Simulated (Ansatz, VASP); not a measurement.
# MoS2: VASP beside Ansatz, part 2 of 2

One calculation is typed for both programs; each brings its own data sets. How far apart do they land? The structure shown is the end of the Ansatz relaxation below.

VASP 6.6.1 and Ansatz 0.2.0.

So far: Set-up; Ansatz: relaxation, PBE with D3(BJ); VASP: single point, PBE with D3(BJ), pair 1; Comparison.

**6. VASP: single point, PBE with D3(BJ), pair 2**

Level of this step: PBE with D3(BJ), no spin polarisation; plane waves and PAW (Mo_sv, S) (VASP).

The same cell, functional, mesh and smearing now go to VASP, with its own data sets.

INCAR reads:

```
SYSTEM = MoS2
PREC = Accurate
ENCUT = 500
EDIFF = 1E-06
NELM = 120
ISMEAR = -1
SIGMA = 0.02
LREAL = .FALSE.
ALGO = Normal
GGA = PE
IVDW = 12
NBANDS = 32
LASPH = .TRUE.
LORBIT = 11
LWAVE = .FALSE.
LCHARG = .FALSE.
ISIF = 2
GGA_COMPAT = .FALSE.
EFERMI = MIDGAP
KPAR = 2
```

POSCAR reads:

```
MoS2
1.0
    3.1806475600      0.0000000000      0.0000000000
   -1.5903237800      2.7545215874      0.0000000000
    0.0000000000      0.0000000000     12.0486004879
Mo S
2 4
Direct
    0.3333333333      0.6666666667      0.2500000000
    0.6666666667      0.3333333333      0.7500000000
    0.3333333333      0.6666666667      0.6209141089
    0.6666666667      0.3333333333      0.1209141089
    0.3333333333      0.6666666667      0.8790858911
    0.6666666667      0.3333333333      0.3790858911
```

KPOINTS reads:

```
Automatic mesh
0
Gamma
10 10 3
0 0 0
```

Potentials, in the order of the species: Mo_sv and S (PBE family, release 64).

Launch:

```bash
mpirun -np 2 vasp_std
```

Numbers of over 12 decimals in the logs are rounded to 6 here.

What it wrote:

```text
[... set-up lines as in an earlier step ...]
 entering main loop
       N       E                     dE             d eps       ncg     rms          rms(c)
DAV:   1     0.432271105781E+03    0.43227E+03   -0.29149E+04  2008   0.150E+03
DAV:   2    -0.217731180579E+02   -0.45404E+03   -0.44217E+03  2160   0.385E+02
DAV:   3    -0.460464323985E+02   -0.24273E+02   -0.24073E+02  2352   0.777E+01
DAV:   4    -0.465250583982E+02   -0.47863E+00   -0.47764E+00  2168   0.109E+01
[...]
DAV:  13    -0.435708608462E+02   -0.55377E-05   -0.14146E-04  2432   0.618E-02    0.917E-03
DAV:  14    -0.435708634367E+02   -0.25905E-05   -0.10938E-05  1960   0.185E-02    0.142E-02
DAV:  15    -0.435708639156E+02   -0.47882E-06   -0.20378E-06  1944   0.832E-03
   1 F= -.46152115E+02 E0= -.46152115E+02  d E =-.275265E-10
```

Parts of OUTCAR (step 6):

```text
 Edisp (eV)   -2.58125

  Total      -1.86498    -1.86498    -0.11491     0.00000     0.00000     0.00000
  in kB     -28.30644   -28.30644    -1.74410     0.00000     0.00000     0.00000
  external pressure =      -19.45 kB  Pullay stress =        0.00 kB

 POSITION                                       TOTAL-FORCE (eV/Angst)
 -----------------------------------------------------------------------------------
     -0.00000      1.83635      3.01215        -0.000000      0.000000     -0.000000
      1.59032      0.91817      9.03645         0.000000     -0.000000     -0.000000
     -0.00000      1.83635      7.48115        -0.000000     -0.000000      0.012582
      1.59032      0.91817      1.45685        -0.000000      0.000000      0.012582
     -0.00000      1.83635     10.59175        -0.000000     -0.000000     -0.012582
      1.59032      0.91817      4.56745        -0.000000      0.000000     -0.012582
 -----------------------------------------------------------------------------------
    total drift:                               -0.000000      0.000000     -0.000000

  FREE ENERGIE OF THE ION-ELECTRON SYSTEM (eV)
  ---------------------------------------------------
  free  energy   TOTEN  =       -46.1521146694 eV

  energy  without entropy=      -46.1521146694  energy(sigma->0) =      -46.15211467

[... 1 part as in an earlier step ...]

[... 2 further parts left out ...]
[key lines of the parts left out:]
E-fermi :   8.2224
```

The run ends at a pressure of -1.95 GPa, with forces up to 0.013 eV/Å.

**7. Comparison**

The two programs side by side:

```
              quantity  Ansatz   VASP  difference
        pressure (GPa)   -1.81  -1.95       +0.13
gap on the k mesh (eV)   0.801  0.818      -0.016
```

At this near-relaxed geometry the largest component of a force difference is 12 meV/Å. A gap on the mesh is an upper bound, since the band edges may lie between its points.

**8. Ansatz: relaxation, PBE with D3(BJ)**

This run makes the geometry at which the two programs are then compared. The cell compared in this pair holds 107.30 Å³, against 105.56 Å³ for the pair before.

The structure compared here is the end of the Ansatz relaxation.

input.yaml reads:

```yaml
crystal:
  lattice:
    - [3.21213912, 0.0, 0.0]
    - [-1.60606956, 2.7817940784, 0.0]
    - [0.0, 0.0, 11.944489232]
  atoms:
    - { symbol: Mo, position: [0.3333333, 0.6666667, 0.25] }
    - { symbol: Mo, position: [0.6666667, 0.3333333, 0.75] }
    - { symbol: S, position: [0.3333333, 0.6666667, 0.6204901] }
    - { symbol: S, position: [0.6666667, 0.3333333, 0.1204901] }
    - { symbol: S, position: [0.3333333, 0.6666667, 0.8795099] }
    - { symbol: S, position: [0.6666667, 0.3333333, 0.3795099] }
kpoints:
  mp_grid: { grid: [10, 10, 3] }
scf:
  occupations: { method: fermi_dirac, width: 0.02 }
hamiltonian:
  xc: pbe
  pseudopotentials: { kind: paw, azcp: { folder: soft_1 } }
  dispersion: d3bj
basis:
  ecutwfc: 600
output:
  forces: true
  stress: true
relax:
  f_tol: 0.005
  max_steps: 70
  cell: { stress_tol: 0.02, p_target: 0, fix: [a, b, alpha, beta, gamma] }
```

Launch:

```bash
ansatz run input.yaml --threads 4 --pin off --max-ram 10240MiB --backend cpu --events-out ev --progress --plain --runs-dir out
```

What it wrote:

```text
[...]
Crystal: 6 atoms, lattice volume = 106.730 Å³
Basis set: ecut = 600 eV, 3551 PW (Γ), exchange–correlation on 54×54×192 points (8 copies of the dense FFT grid, shifted against one another)
Bands: 32, of which v1, the nominal top of the filled ones, is band 26 counted from 1 (25 counted from 0)
Symmetry: 24 space group operations
[...]
k-points: 28 of 300
[...]
cell:  # Å, volume = 107.3044 Å³
    - [3.212139, 0, 0.0]
    - [-1.606070, 2.781794, 0.0]
    - [0.0, 0.0, 12.008760]
  atoms:
    - { symbol: Mo, position: [0.333333, 0.666667, 0.25] }
    - { symbol: Mo, position: [0.666667, 0.333333, 0.75] }
    - { symbol: S, position: [0.333333, 0.666667, 0.621335] }
    - { symbol: S, position: [0.666667, 0.333333, 0.121335] }
    - { symbol: S, position: [0.333333, 0.666667, 0.878665] }
    - { symbol: S, position: [0.666667, 0.333333, 0.378665] }
[key lines of the parts left out:]
SCF converged after 6 iterations
Free energy (F): -13528.101620 eV
Fermi energy:    11.441596 eV
P = ⅓ Tr σ = -3.5016 GPa (-35.016 kbar)
```

**9. VASP: single point, PBE with D3(BJ), pair 3**

The same cell, functional, mesh and smearing now go to VASP, with its own data sets.

INCAR is that of step 6.

POSCAR reads:

```
MoS2
1.0
    3.2121391200      0.0000000000      0.0000000000
   -1.6060695600      2.7817940784      0.0000000000
    0.0000000000      0.0000000000     12.0087595394
Mo S
2 4
Direct
    0.3333333333      0.6666666667      0.2500000000
    0.6666666667      0.3333333333      0.7500000000
    0.3333333333      0.6666666667      0.6213347622
    0.6666666667      0.3333333333      0.1213347622
    0.3333333333      0.6666666667      0.8786652378
    0.6666666667      0.3333333333      0.3786652378
```

KPOINTS is that of step 6.

Launch:

```bash
mpirun -np 2 vasp_std
```

What it wrote:

```text
[... set-up lines as in an earlier step ...]
 entering main loop
       N       E                     dE             d eps       ncg     rms          rms(c)
DAV:   1     0.438774850253E+03    0.43877E+03   -0.29042E+04  2016   0.149E+03
DAV:   2    -0.231660978780E+02   -0.46194E+03   -0.45144E+03  2224   0.384E+02
DAV:   3    -0.461271586351E+02   -0.22961E+02   -0.22764E+02  2296   0.760E+01
DAV:   4    -0.466056061690E+02   -0.47845E+00   -0.47750E+00  2232   0.112E+01
[...]
DAV:  13    -0.435617009798E+02   -0.51658E-05   -0.14219E-04  2336   0.620E-02    0.829E-03
DAV:  14    -0.435617042337E+02   -0.32539E-05   -0.97761E-06  2008   0.166E-02    0.120E-02
DAV:  15    -0.435617046961E+02   -0.46238E-06   -0.15389E-06  1824   0.653E-03
   1 F= -.46099717E+02 E0= -.46099717E+02  d E =-.493327E-10
```

OUTCAR, selected parts (step 9):

```text
 Edisp (eV)   -2.53801

  Total      -3.59165    -3.59165    -0.10800     0.00000    -0.00000     0.00000
  in kB     -53.62742   -53.62742    -1.61255     0.00000    -0.00000     0.00000
  external pressure =      -36.29 kB  Pullay stress =        0.00 kB

 POSITION                                       TOTAL-FORCE (eV/Angst)
 -----------------------------------------------------------------------------------
     -0.00000      1.85453      3.00219        -0.000000      0.000000      0.000000
      1.60607      0.92726      9.00657         0.000000     -0.000000      0.000000
     -0.00000      1.85453      7.46146         0.000000     -0.000000      0.012243
      1.60607      0.92726      1.45708         0.000000     -0.000000      0.012243
     -0.00000      1.85453     10.55168         0.000000     -0.000000     -0.012243
      1.60607      0.92726      4.54730         0.000000     -0.000000     -0.012243
 -----------------------------------------------------------------------------------
    total drift:                               -0.000000      0.000000     -0.000000

  FREE ENERGIE OF THE ION-ELECTRON SYSTEM (eV)
  ---------------------------------------------------
  free  energy   TOTEN  =       -46.0997165396 eV

  energy  without entropy=      -46.0997165395  energy(sigma->0) =      -46.09971654

[... 1 part as in an earlier step ...]

[... 2 further parts left out ...]
[key lines of the parts left out:]
E-fermi :   8.0395
```

The run ends at a pressure of -3.63 GPa, with forces up to 0.012 eV/Å.

**10. Comparison**

Both answers:

```csv
quantity,Ansatz,VASP,difference
pressure (GPa),-3.50,-3.63,+0.13
gap on the k mesh (eV),0.783,0.799,-0.016
```

At this near-relaxed geometry the largest component of a force difference is 12 meV/Å. A gap on the mesh is an upper bound, since the band edges may lie between its points.

**11. What came out**

```json
{
 "difference in gap on the k mesh (single point, PBE with D3(BJ), pair 1)": "-0.017 eV",
 "r.m.s. force difference (single point, PBE with D3(BJ), pair 1)": "6.3 meV/Å",
 "difference in gap on the k mesh (single point, PBE with D3(BJ), pair 2)": "-0.016 eV",
 "difference in gap on the k mesh (single point, PBE with D3(BJ), pair 3)": "-0.016 eV"
}
```

What this shows: The r.m.s. force difference is 6.3 meV/Å (single point, PBE with D3(BJ), pair 1), within the 12 meV/Å picked in this series as the mark of a large difference. 3 further runs of this series are not shown here. How closely two codes agree says nothing of how well the functional describes the real material.

[Lines on the potential files, build, host, timing and source positions are cut from VASP's logs without a mark.]

[Logs are printed without paths, hosts, clocks, repeated set-up lines and the standing remarks that a program may print on its own settings, such as how far it seeks lower states.]

[Hosts, paths, dates, database ids (printed as entryN), source tags and the programs' standing remarks are cut or masked in the printed files.]
